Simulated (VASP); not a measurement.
An input for Quantum ESPRESSO's pw.x (written as the equivalent of a VASP run, and not itself run):

```
&CONTROL
  calculation = 'scf'
  pseudo_dir = './pseudo'
  outdir = './out'
  tprnfor = .true.
  tstress = .true.
/
&SYSTEM
  ibrav = 0
  nat = 2
  ntyp = 2
  ecutwfc = 86
  occupations = 'tetrahedra'
  input_dft = 'pbesol'
/
&ELECTRONS
  conv_thr = 7.3e-09
  electron_maxstep = 100
/
ATOMIC_SPECIES
  Pt 195.084 Pt.upf
  Se 78.971 Se.upf
CELL_PARAMETERS angstrom
     0.0000000    2.6048189    2.6048189
     2.6048189    0.0000000    2.6048189
     2.6048189    2.6048189    0.0000000
ATOMIC_POSITIONS crystal
  Pt   0.0000000  0.0000000  0.0000000
  Se   0.5000000  0.5000000  0.5000000
K_POINTS automatic
  14 14 14 0 0 0
```

Q: Write the VASP files for the same calculation (PBEsol).

A: Several could match; the one computed here: 
### POSCAR
```
PtSe
1
    0.0000000000     2.6048189368     2.6048189368
    2.6048189368     0.0000000000     2.6048189368
    2.6048189368     2.6048189368     0.0000000000
Pt Se
1 1
Direct
  0.0000000000   0.0000000000   0.0000000000
  0.5000000000   0.5000000000   0.5000000000
```

INCAR:
```
# general
SYSTEM =PtSe
PREC   =Accurate
ENCUT  =400
LREAL  =.False.
LASPH  =.True.

# electronic loop
EDIFF  =1E-7
NELM   =100
ALGO   =Normal
LMAXMIX=6

# smearing
ISMEAR =-5

# functional
GGA    =PS

# ions
ISIF   =2

# output
LWAVE  =.False.
LCHARG =.True.
LORBIT =11
NEDOS  =601
```

### KPOINTS
```
Automatic mesh
0
gamma
  14 14 14
```

POTCAR, in this order: Pt Se (PBE.64 set). Program: vasp_std.

What does not carry over: the potentials are each code's own (VASP's PAW set, PseudoDojo norm-conserving files in pw.x), so ENCUT and ecutwfc are chosen apart and not converted; conv_thr bounds pw.x's estimated SCF error, while EDIFF bounds the energy change between steps.

The structure was generated: PtSe was put into the rock salt type (Fm-3m), which need not be its known phase. It was relaxed first, which changed the volume by -16 %.
